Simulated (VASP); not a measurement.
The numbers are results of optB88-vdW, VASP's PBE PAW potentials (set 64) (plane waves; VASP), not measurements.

VASP ran on this input.

File KPOINTS:
```
Regular mesh
0
gamma
5 5 5
```

### INCAR
```
SYSTEM = BaHfO3
PREC = Accurate; ENCUT = 520; LREAL = .FALSE.
LASPH = .TRUE.
EDIFF = 1E-7; NELM = 100; ALGO = Normal
LMAXMIX = 6
ISMEAR = 0; SIGMA = 0.05
GGA = BO; LUSE_VDW = .TRUE.; AGGAC = 0.0
PARAM1 = 0.1833333333; PARAM2 = 0.22
ISIF = 2
LWAVE = .FALSE.; LCHARG = .FALSE.
```

File POSCAR:
```
BaHfO3
1.0
  4.1886860063   0.0000000000   0.0000000000
  0.0000000000   4.1886860063   0.0000000000
  0.0000000000   0.0000000000   4.1886860063
Ba Hf O
1 1 3
Direct
  0.0000000000   0.0000000000   0.0000000000
  0.5000000000   0.5000000000   0.5000000000
  0.5000000000   0.0000000000   0.5000000000
  0.0000000000   0.5000000000   0.5000000000
  0.5000000000   0.5000000000   0.0000000000
```

POTCAR, in this order: Ba_sv Hf_pv O (PBE.64 set). Program: vasp_std.

### Question
What will the output report for the number of irreducible k-points (NKPTS), largest plane-wave count, number of space-group operations, FFT grid (NGX, NGY, NGZ)?

### Answer

| Item | Value |
|---|---|
| number of irreducible k-points (NKPTS) | 10 |
| largest plane-wave count | 1993 |
| number of space-group operations | 48 |
| FFT grid (NGX, NGY, NGZ) | 32 × 32 × 32 |

The compound is BaHfO3 in the cubic perovskite structure. It was relaxed first.
